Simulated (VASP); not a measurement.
# Sr2TiSiO6 (Fm-3m) in VASP: single point with r2SCAN

Aim: the single point of Sr2TiSiO6 with r2SCAN.

All numbers are computed with VASP 6.6.1; they aren't measurements. Logs are shortened: lines on timing, memory, paths and dates and some standing lists are left out, and cuts for length are marked.

## (1) The structure

Symmetry: Fm-3m, No. 225, cubic system. The conventional cell has a = 7.928 Å, b = 7.928 Å, c = 7.928 Å, α = 90.00°, β = 90.00°, γ = 90.00°. Around O (site symmetry 4mm) lie 1 Ti at 1.98 Å and 1 Si at 1.98 Å. Sr (site symmetry -43m) is surrounded by 12 O at 2.80 Å. Ti (site symmetry m-3m) has 6 O at 1.98 Å as nearest neighbours. Si (site symmetry m-3m) is surrounded by 6 O at 1.98 Å.

The cell was built by a generator and needn't be a form met in nature.

## (2) Single point, r2SCAN

Input file POSCAR:

```
Sr2TiSiO6
1.0
    0.0000000000      3.9639932300      3.9639932300
    3.9639932300      0.0000000000      3.9639932300
    3.9639932300      3.9639932300      0.0000000000
O Sr Ti Si
6 2 1 1
Direct
    0.7500000000      0.2500000000      0.2500000000
    0.2500000000      0.7500000000      0.2500000000
    0.2500000000      0.7500000000      0.7500000000
    0.7500000000      0.2500000000      0.7500000000
    0.2500000000      0.2500000000      0.7500000000
    0.7500000000      0.7500000000      0.2500000000
    0.2500000000      0.2500000000      0.2500000000
    0.7500000000      0.7500000000      0.7500000000
    0.5000000000      0.5000000000      0.5000000000
    0.0000000000      0.0000000000      0.0000000000
```

Input file INCAR.step1:

```
ALGO = Normal
EDIFF = 1E-4
ENCUT = 520
GGA = PE
ISMEAR = -5
LASPH = True
LCHARG = False
LMAXMIX = 4
LREAL = False
LWAVE = True
NBANDS = 47
NELM = 100
PREC = Accurate
SIGMA = 0.0123
```

Input file INCAR.step2:

```
ALGO = Normal
EDIFF = 1E-6
ENCUT = 520
ISIF = 2
ISMEAR = 1
ISTART = 1
LASPH = True
LCHARG = False
LMAXMIX = 4
LMIXTAU = True
LORBIT = 11
LREAL = False
LWAVE = False
METAGGA = R2SCAN
NBANDS = 47
NELM = 100
PREC = Accurate
SIGMA = 0.0123
```

Input file KPOINTS:

```
k-points
0
Gamma
  6 6 6
```

Potentials or basis: VASP PAW PBE potentials, release 64 (O, Sr_sv, Ti_sv, Si).

Command:

```bash
cat potpaw_PBE.64/O/POTCAR potpaw_PBE.64/Sr_sv/POTCAR potpaw_PBE.64/Ti_sv/POTCAR potpaw_PBE.64/Si/POTCAR > POTCAR
cp INCAR.step1 INCAR
mpirun -np 1 vasp_std > vasp.out
cp INCAR.step2 INCAR
mpirun -np 1 vasp_std > vasp.out
```

OUTCAR:

```text
EDIFF = 1E-6
   ENCUT = 520
   ISIF = 2
   ISMEAR = 1
   ISTART = 1
   LASPH = True
   LORBIT = 11
   LREAL = False
   METAGGA = R2SCAN
   NELM = 100
   PREC = Accurate

 ion  position               nearest neighbor table
   1  0.750  0.250  0.250-   9 1.98  10 1.98   7 2.80   8 2.80   8 2.80   7 2.80
   2  0.250  0.750  0.250-   9 1.98  10 1.98   7 2.80   8 2.80   7 2.80   8 2.80
   3  0.250  0.750  0.750-   9 1.98  10 1.98   8 2.80   7 2.80   7 2.80   8 2.80
   4  0.750  0.250  0.750-   9 1.98  10 1.98   8 2.80   7 2.80   8 2.80   7 2.80
   5  0.250  0.250  0.750-   9 1.98  10 1.98   7 2.80   7 2.80   8 2.80   8 2.80
   6  0.750  0.750  0.250-   9 1.98  10 1.98   8 2.80   8 2.80   7 2.80   7 2.80
   7  0.250  0.250  0.250-   1 2.80   2 2.80   5 2.80   3 2.80   4 2.80   5 2.80   2 2.80   3 2.80
                             6 2.80   1 2.80   4 2.80   6 2.80   9 3.43  10 3.43  10 3.43   9 3.43
   8  0.750  0.750  0.750-   3 2.80   4 2.80   6 2.80   1 2.80   2 2.80   6 2.80   1 2.80   4 2.80
                             5 2.80   2 2.80   3 2.80   5 2.80   9 3.43  10 3.43   9 3.43  10 3.43
   9  0.500  0.500  0.500-   1 1.98   2 1.98   3 1.98   4 1.98   5 1.98   6 1.98   7 3.43   7 3.43
                             7 3.43   7 3.43   8 3.43   8 3.43   8 3.43   8 3.43
  10  0.000  0.000  0.000-   1 1.98   2 1.98   3 1.98   4 1.98   5 1.98   6 1.98   8 3.43   8 3.43
                             8 3.43   7 3.43   8 3.43   7 3.43   7 3.43   7 3.43

  LATTYP: Found a face centered cubic cell.
 ALAT       =     7.9279864600

  Lattice vectors:

 A1 = (   0.0000000000,   3.9639932300,   3.9639932300)
 A2 = (   3.9639932300,   0.0000000000,   3.9639932300)
 A3 = (   3.9639932300,   3.9639932300,   0.0000000000)

Analysis of symmetry for initial positions (statically):
=====================================================================
 Subroutine PRICEL returns:
 Original cell was already a primitive cell.

 Routine SETGRP: Setting up the symmetry group for a
 face centered cubic supercell.

 Subroutine GETGRP returns: Found 48 space group operations
 (whereof 48 operations were pure point group operations)
 out of a pool of 48 trial point group operations.

The static configuration has the point symmetry O_h .

Analysis of symmetry for dynamics (positions and initial velocities):
=====================================================================
 Subroutine PRICEL returns:
 Original cell was already a primitive cell.

 Routine SETGRP: Setting up the symmetry group for a
 face centered cubic supercell.

 Subroutine GETGRP returns: Found 48 space group operations
 (whereof 48 operations were pure point group operations)
 out of a pool of 48 trial point group operations.

The dynamic configuration has the point symmetry O_h .

 Subroutine INISYM returns: Found 48 space group operations
 (whereof 48 operations are pure point group operations),
 and found     1 'primitive' translations

----------------------------------------------------------------------------------------

                                     Primitive cell

  volume of cell :     124.5744

  direct lattice vectors                    reciprocal lattice vectors
     0.000000000  3.963993230  3.963993230    -0.126135432  0.126135432  0.126135432
     3.963993230  0.000000000  3.963993230     0.126135432 -0.126135432  0.126135432
     3.963993230  3.963993230  0.000000000     0.126135432  0.126135432 -0.126135432

  length of vectors
     5.605932987  5.605932987  5.605932987     0.218472978  0.218472978  0.218472978

  position of ions in fractional coordinates (direct lattice)
     0.750000000  0.250000000  0.250000000
     0.250000000  0.750000000  0.250000000
     0.250000000  0.750000000  0.750000000
     0.750000000  0.250000000  0.750000000
     0.250000000  0.250000000  0.750000000
     0.750000000  0.750000000  0.250000000
     0.250000000  0.250000000  0.250000000
     0.750000000  0.750000000  0.750000000
     0.500000000  0.500000000  0.500000000
     0.000000000  0.000000000  0.000000000

  ion indices of the primitive-cell ions
   primitive index   ion index
                 1           1
                 2           2
                 3           3
[... 27 lines left out ...]
     0.000000000  0.000000000  0.000000000

 Subroutine IBZKPT returns following result:
 ===========================================

 Found     16 irreducible k-points:

 Following reciprocal coordinates:
            Coordinates               Weight
  0.000000  0.000000  0.000000      1.000000
  0.166667  0.000000  0.000000      8.000000
  0.333333  0.000000  0.000000      8.000000
  0.500000  0.000000  0.000000      4.000000
  0.166667  0.166667  0.000000      6.000000
  0.333333  0.166667  0.000000     24.000000
[... 8 lines left out ...]
 -0.333333  0.333333  0.166667     24.000000
 -0.333333  0.500000  0.166667     12.000000
   k-points           NKPTS =     16   k-points in BZ     NKDIM =     16   number of bands    NBANDS=     47
   number of dos      NEDOS =    301   number of ions     NIONS =     10
   total plane-waves  NPLWV =  74088
   dimension x,y,z NGX =    42 NGY =   42 NGZ =   42
   dimension x,y,z NGXF=    84 NGYF=   84 NGZF=   84
   ions per type =               6   2   1   1
   NGX,Y,Z   is equivalent  to a cutoff of  12.46, 12.46, 12.46 a.u.
   NGXF,Y,Z  is equivalent  to a cutoff of  24.91, 24.91, 24.91 a.u.
 SYSTEM =  unknown system
   PREC   = accura    normal or accurate (medium, high low for compatibility)
   ISTART =      1    job   : 0-new  1-cont  2-samecut
   ICHARG =      0    charge: 1-file 2-atom 10-const
   ISPIN  =      1    spin polarized calculation?
   LNONCOLLINEAR =      F non collinear calculations
   LSORBIT =      F    spin-orbit coupling
   LASPH  =      T    aspherical Exc in radial PAW
   ENCUT  =  520.0 eV  38.22 Ry    6.18 a.u.  10.42 10.42 10.42*2*pi/ulx,y,z
   NELM   =    100;   NELMIN=  2; NELMDL=  0     # of ELM steps
   EDIFF  = 0.1E-05   stopping-criterion for ELM
   LREAL  =      F    real-space projection
   EDIFFG = 0.1E-04   stopping-criterion for IOM
   NSW    =      0    number of steps for IOM
   IBRION =     -1    ionic relax: 0-MD 1-quasi-New 2-CG
   NFREE  =      0    steps in history (QN), initial steepest desc. (CG)
   ISIF   =      2    stress and relaxation
   ISYM   =      2    0-nonsym 1-usesym 2-fastsym
   POTIM  = 0.5000    time-step for ionic-motion
   TEBEG  =    0.0;   TEEND  =   0.0 temperature during run
   PSTRESS=    0.0 pullay stress
   NELECT =      72.0000    total number of electrons
   NUPDOWN=      -1.0000    fix difference up-down
   EMIN   =  10.00;   EMAX   =-10.00  energy-range for DOS
   EFERMI =   0.00;   METHOD = LEGACY
   ISMEAR =     1;   SIGMA  =   0.01  broadening in eV -4-tet -1-fermi 0-gaus
   EFERMI_NEDOS =   21; number of points for ismear=-14 and -15
   IALGO  =     38    algorithm
   IMIX   =      4    mixing-type and parameters
     AMIX     =   0.40;   BMIX     =  1.00
     AMIX_MAG =   1.60;   BMIX_MAG =  1.00
  volume/ion in A,a.u.               =      12.46        84.07
  Fermi-wavevector in a.u.,A,eV,Ry     =   1.363670  2.576963 25.301354  1.859597
  Thomas-Fermi vector in A             =   2.490053
   LORBIT       =     11    0 simple, 1 ext, 2 COOP (PROOUT), +10 PAW based schemes
   METAGGA = R2SCAN    functional components
   LHFCALC =     F    Hartree Fock is set to
   AEXX    =    0.0000 exact exchange contribution
   IVDW    =     0    specifies the selected vdW correction
   LEPSILON=     F    determine dielectric tensor
   LRPA    =     F    only Hartree local field effects (RPA)
 non-spin polarized calculation
 Methfessel and Paxton  Order N= 1 SIGMA  =   0.01
  energy-cutoff  :      520.00
  volume of cell :      124.57
 maximum number of plane-waves:      3383
 NGX is ok and might be reduce to    42
   NGX = 21   NGY = 21   NGZ = 21

 number of electron      72.0000045 magnetization

 Free energy of the ion-electron system (eV)
  ---------------------------------------------------
  ext. energy  EPLUGINS =         0.00000000
  ---------------------------------------------------
  free energy    TOTEN  =      -118.88257347 eV

  energy without entropy =     -118.88258473  energy(sigma->0) =     -118.88257722

 E-fermi :   3.3924     XC(G=0): -11.4952

 val. band max:        3.3821575511   @ k =   0.0000   0.0000   0.0000
 cond. band min:       6.3910552687   @ k =   0.0000   0.0000   0.0000
 fundamental gap:      3.0088977175
 Fermi energy:         3.3923965577

 k-point     1 :       0.0000    0.0000    0.0000
  band No.  band energies     occupation
      1     -55.8065      2.00000
      2     -30.9937      2.00000
      3     -30.9936      2.00000
      4     -30.9936      2.00000
      5     -30.5242      2.00000
      6     -30.4752      2.00000
[... 789 lines left out ...]
     46      12.0616      0.00000
     47      12.3650      0.00000

------------------------ aborting loop because EDIFF is reached ----------------------------------------

  FORCE on cell =-STRESS in cart. coord.  units (eV):
  Direction    XX          YY          ZZ          XY          YZ          ZX
  --------------------------------------------------------------------------------------
  -------------------------------------------------------------------------------------
  Total      -15.3554881    -15.3554881    -15.3554881      0.0000000      0.0000000      0.0000000
  in kB     -197.4901779   -197.4901779   -197.4901779      0.0000000      0.0000000      0.0000000
  external PRESSURE =    -197.4901779 kB  Pullay stress =       0.0000000 kB

 VOLUME and BASIS-vectors are now :
 -----------------------------------------------------------------------------
  energy-cutoff  :      520.00
  volume of cell :      124.57
      direct lattice vectors                 reciprocal lattice vectors
     0.000000000  3.963993230  3.963993230    -0.126135432  0.126135432  0.126135432
     3.963993230  0.000000000  3.963993230     0.126135432 -0.126135432  0.126135432
     3.963993230  3.963993230  0.000000000     0.126135432  0.126135432 -0.126135432

 POSITION                                       TOTAL-FORCE (eV/Angst)
 -----------------------------------------------------------------------------------
      1.98200      3.96399      3.96399        -2.186622     -0.000000      0.000000
      3.96399      1.98200      3.96399        -0.000000     -2.186622      0.000000
      5.94599      3.96399      3.96399         2.186622     -0.000000      0.000000
      3.96399      5.94599      3.96399        -0.000000      2.186622      0.000000
      3.96399      3.96399      1.98200        -0.000000     -0.000000     -2.186622
      3.96399      3.96399      5.94599        -0.000000     -0.000000      2.186622
      1.98200      1.98200      1.98200         0.000000     -0.000000     -0.000000
      5.94599      5.94599      5.94599         0.000000     -0.000000      0.000000
      3.96399      3.96399      3.96399        -0.000000     -0.000000      0.000000
      0.00000      0.00000      0.00000        -0.000000     -0.000000     -0.000000
 -----------------------------------------------------------------------------------
    total drift:                                0.000000      0.000000      0.000000

  FREE ENERGIE OF THE ION-ELECTRON SYSTEM (eV)
  ---------------------------------------------------
  free  energy   TOTEN  =      -118.8825734671 eV

  energy  without entropy=     -118.8825847304  energy(sigma->0) =     -118.88257722

 total charge

# of ion       s       p       d       tot
------------------------------------------
    1        1.559   3.485   0.000   5.044
    2        1.559   3.485   0.000   5.044
    3        1.559   3.485   0.000   5.044
    4        1.559   3.485   0.000   5.044
    5        1.559   3.485   0.000   5.044
    6        1.559   3.485   0.000   5.044
    7        1.995   5.876   0.165   8.037
    8        1.995   5.876   0.165   8.037
    9        2.200   6.264   1.634  10.098
   10        0.558   0.627   0.000   1.185
--------------------------------------------------
tot         16.101  39.555   1.964  57.621
```

Wall time 7.2 min (1 thread of Intel Xeon Platinum 8375C at 2.90GHz (Ice Lake), shared host); peak memory 0.34 GiB.

What came out:

* Free energy: -118.8826 eV
* Pressure: -19.7 GPa
* Band gap on the k mesh: 3.01 eV, direct
* Valence electrons inside the program's atomic spheres: O 5.04; Sr 8.04; Ti 10.10; Si 1.19

Levels at points of the mesh, in eV from the valence-band top:
| k point | band 34 | band 35 | band 36 | band 37 | band 38 | band 39 |
| --- | --- | --- | --- | --- | --- | --- |
| (0.00, 0.00, 0.00) | 0.00 | 0.00 | 0.00 | 3.01 | 3.01 | 3.01 |
| (0.50, 0.00, 0.00) | -0.71 | -0.60 | -0.58 | 3.25 | 3.35 | 3.35 |
| (0.50, 0.50, 0.00) | -1.05 | -1.05 | -0.08 | 3.04 | 3.05 | 3.70 |

Caveat: so large a pressure means that the cell lies far from this level's equilibrium, or that cutoff or potentials fall short; the potentials were made for another functional, which shifts forces and pressure. r2SCAN opens gaps a little over a GGA but as a rule still falls short of measured ones.
